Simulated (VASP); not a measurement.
```
CELL_PARAMETERS angstrom
      0.00000     2.83000     2.83000
      2.83000     0.00000     2.83000
      2.83000     2.83000     0.00000
ATOMIC_POSITIONS crystal
  Al 0.00000 0.00000 0.00000
  As 0.25000 0.25000 0.25000
```

All values below come from PBE GGA, VASP's PBE PAW potentials (set 64) (plane waves; VASP 6.6.1). Numerical set-up: EDIFF = 1E-5, 400 eV cut-off, 7×7×7 Γ-centred mesh, Gaussian smearing of 0.050 eV, potentials Al As.

What does the run give for the energy per atom (σ→0), pressure?

energy per atom (σ→0): -4.685 eV/atom
pressure: 2.81 GPa

Total energies compare only between runs with the same potentials, cut-off and functional.

The compound is AlAs in the zinc blende structure. The cell was not relaxed at this level. The run is one of a series of settings (EDIFF = 1E-5 against the base run), some of them coarse on purpose.
